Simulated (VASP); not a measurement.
Calculation: PBEsol GGA, VASP's PBE PAW potentials (set 64) (plane waves; VASP).

A VASP calculation is set up with these files.

### KPOINTS
```
Automatic mesh
0
Gamma
 7 7 7
```

**POSCAR**
```
KCl
1
    0.0000000000     3.1450000000     3.1450000000
    3.1450000000     0.0000000000     3.1450000000
    3.1450000000     3.1450000000     0.0000000000
K Cl
1 1
Direct
  0.0000000000   0.0000000000   0.0000000000
  0.5000000000   0.5000000000   0.5000000000
```

### INCAR
```
# general
SYSTEM = KCl
PREC   = Accurate
ENCUT  = 480
LREAL  = .FALSE.
LASPH  = .TRUE.

# electronic loop
EDIFF  = 1E-6
NELM   = 100
ALGO   = Normal

# smearing
ISMEAR = 0
SIGMA  = 0.05

# functional
GGA    = PS

# ions
IBRION = 2
NSW    = 60
ISIF   = 3
EDIFFG = -0.01

# output
LWAVE  = .FALSE.
LCHARG = .FALSE.
```

POTCAR, in this order: K_sv Cl (PBE.64 set). Program: vasp_std.

The run wrote:

**OUTCAR**
```
 ion  position               nearest neighbor table
   1  0.000  0.000  0.000-   2 3.15   2 3.15   2 3.15   2 3.15   2 3.15   2 3.15
   2  0.500  0.500  0.500-   1 3.15   1 3.15   1 3.15   1 3.15   1 3.15   1 3.15
  LATTYP: Found a face centered cubic cell.
 ALAT       =     6.2900000000
 Subroutine PRICEL returns:
 Original cell was already a primitive cell.
 Subroutine GETGRP returns: Found 48 space group operations
The static configuration has the point symmetry O_h .
The dynamic configuration has the point symmetry O_h .
 Subroutine INISYM returns: Found 48 space group operations
 Subroutine IBZKPT returns following result:
 Found     20 irreducible k-points:

 Following reciprocal coordinates:
            Coordinates               Weight
  0.000000  0.000000  0.000000      1.000000
  0.142857  0.000000  0.000000      8.000000
  0.285714  0.000000  0.000000      8.000000
  0.428571  0.000000  0.000000      8.000000
  0.142857  0.142857  0.000000      6.000000
  0.285714  0.142857  0.000000     24.000000
  0.428571  0.142857  0.000000     24.000000
 -0.428571  0.142857  0.000000     24.000000
 -0.285714  0.142857  0.000000     24.000000
 -0.142857  0.142857  0.000000     12.000000
  0.285714  0.285714  0.000000      6.000000
  0.428571  0.285714  0.000000     24.000000
 -0.428571  0.285714  0.000000     24.000000
 -0.285714  0.285714  0.000000     12.000000
  0.428571  0.428571  0.000000      6.000000
 -0.428571  0.428571  0.000000     12.000000
  0.428571  0.285714  0.142857     24.000000
 -0.428571  0.285714  0.142857     48.000000
 -0.428571  0.428571  0.142857     24.000000
 -0.285714  0.428571  0.142857     24.000000
   k-points           NKPTS =     20   k-points in BZ     NKDIM =     20   number of bands    NBANDS=     12
   number of dos      NEDOS =    301   number of ions     NIONS =      2
   total plane-waves  NPLWV =  32768
   dimension x,y,z NGX =    32 NGY =   32 NGZ =   32
...
```

**OSZICAR**
```
       N       E                     dE             d eps       ncg     rms          rms(c)
DAV:   1     0.106852625938E+03    0.10685E+03   -0.71956E+03   480   0.114E+03
DAV:   2    -0.403445673139E+00   -0.10726E+03   -0.98465E+02   608   0.273E+02
DAV:   3    -0.702633650037E+01   -0.66229E+01   -0.65923E+01   604   0.639E+01
DAV:   4    -0.726963574907E+01   -0.24330E+00   -0.24312E+00   836   0.111E+01
DAV:   5    -0.727119888028E+01   -0.15631E-02   -0.15631E-02   624   0.914E-01    0.323E+00
DAV:   6    -0.702443737809E+01    0.24676E+00   -0.46223E-01   572   0.394E+00    0.265E+00
DAV:   7    -0.701061928319E+01    0.13818E-01   -0.10772E-01   616   0.208E+00    0.153E+00
DAV:   8    -0.702089323493E+01   -0.10274E-01   -0.18250E-02   672   0.117E+00    0.187E-01
DAV:   9    -0.702152001222E+01   -0.62678E-03   -0.11203E-03   628   0.227E-01    0.948E-02
DAV:  10    -0.702210547055E+01   -0.58546E-03   -0.52548E-04   564   0.185E-01    0.157E-02
DAV:  11    -0.702212458756E+01   -0.19117E-04   -0.22035E-05   628   0.375E-02    0.101E-02
DAV:  12    -0.702212824067E+01   -0.36531E-05   -0.83763E-06   600   0.201E-02    0.458E-03
DAV:  13    -0.702212822113E+01    0.19538E-07   -0.10518E-06   480   0.865E-03
   1 F= -.70221282E+01 E0= -.70221282E+01  d E =-.702213E+01
       N       E                     dE             d eps       ncg     rms          rms(c)
DAV:   1    -0.703409553872E+01   -0.11967E-01   -0.24178E-01   584   0.497E+00    0.680E-01
DAV:   2    -0.702502710712E+01    0.90684E-02   -0.22118E-02   592   0.137E+00    0.249E-01
DAV:   3    -0.702312177483E+01    0.19053E-02   -0.59062E-03   836   0.659E-01    0.189E-01
DAV:   4    -0.702316227424E+01   -0.40499E-04   -0.24533E-04   908   0.939E-02    0.953E-02
DAV:   5    -0.702320604428E+01   -0.43770E-04   -0.17178E-04   836   0.692E-02    0.143E-02
DAV:   6    -0.702320380160E+01    0.22427E-05   -0.62494E-06   788   0.252E-02    0.684E-03
DAV:   7    -0.702320612066E+01   -0.23191E-05   -0.16885E-06   524   0.100E-02    0.470E-03
DAV:   8    -0.702320541841E+01    0.70226E-06   -0.23257E-07   348   0.532E-03
   2 F= -.70232054E+01 E0= -.70232054E+01  d E =-.107720E-02
       N       E                     dE             d eps       ncg     rms          rms(c)
DAV:   1    -0.703382403277E+01   -0.10618E-01   -0.22776E-01   580   0.483E+00    0.659E-01
DAV:   2    -0.702529764363E+01    0.85264E-02   -0.20779E-02   584   0.133E+00    0.242E-01
DAV:   3    -0.702349668045E+01    0.18010E-02   -0.55902E-03   820   0.642E-01    0.184E-01
DAV:   4    -0.702353614471E+01   -0.39464E-04   -0.23032E-04   920   0.908E-02    0.927E-02
DAV:   5    -0.702357785208E+01   -0.41707E-04   -0.16213E-04   832   0.673E-02    0.138E-02
DAV:   6    -0.702357570744E+01    0.21446E-05   -0.58563E-06   764   0.245E-02    0.668E-03
DAV:   7    -0.702357797684E+01   -0.22694E-05   -0.16608E-06   548   0.992E-03    0.470E-03
DAV:   8    -0.702357726990E+01    0.70694E-06   -0.23049E-07   332   0.531E-03
   3 F= -.70235773E+01 E0= -.70235773E+01  d E =-.144905E-02
```

File OUTCAR:
```
------------------------ aborting loop because EDIFF is reached ----------------------------------------
  FORCE on cell =-STRESS in cart. coord.  units (eV):
  Direction    XX          YY          ZZ          XY          YZ          ZX
  --------------------------------------------------------------------------------------
  Total       -0.0037649     -0.0037649     -0.0037649     -0.0000000      0.0000000     -0.0000000
  in kB       -0.0989075     -0.0989075     -0.0989075     -0.0000000      0.0000000     -0.0000000
  external PRESSURE =      -0.0989075 kB  Pullay stress =       0.0000000 kB
  volume of cell :       60.99
      direct lattice vectors                 reciprocal lattice vectors
     0.000000000  3.124166194  3.124166194    -0.160042702  0.160042702  0.160042702
     3.124166194 -0.000000000  3.124166194     0.160042702 -0.160042702  0.160042702
     3.124166194  3.124166194 -0.000000000     0.160042702  0.160042702 -0.160042702
  FREE ENERGIE OF THE ION-ELECTRON SYSTEM (eV)
  ---------------------------------------------------
  free  energy   TOTEN  =        -7.0235772699 eV

  energy  without entropy=       -7.0235772699  energy(sigma->0) =       -7.02357727

 reached required accuracy - stopping structural energy minimisation
```
(Selected blocks of OUTCAR.)

CONTCAR:
```
KCl
   1.00000000000000
     0.0000000000000000    3.1241661937730543    3.1241661937730543
     3.1241661937730543   -0.0000000000000000    3.1241661937730543
     3.1241661937730543    3.1241661937730543   -0.0000000000000000
  K               Cl
     1     1
Direct
     0.0000000000000000    0.0000000000000000    0.0000000000000000
     0.5000000000000000    0.5000000000000000    0.5000000000000000
```

The compound is KCl in the rock salt structure. This run relaxes it. Symmetry was kept, so distortions that lower it aren't found.
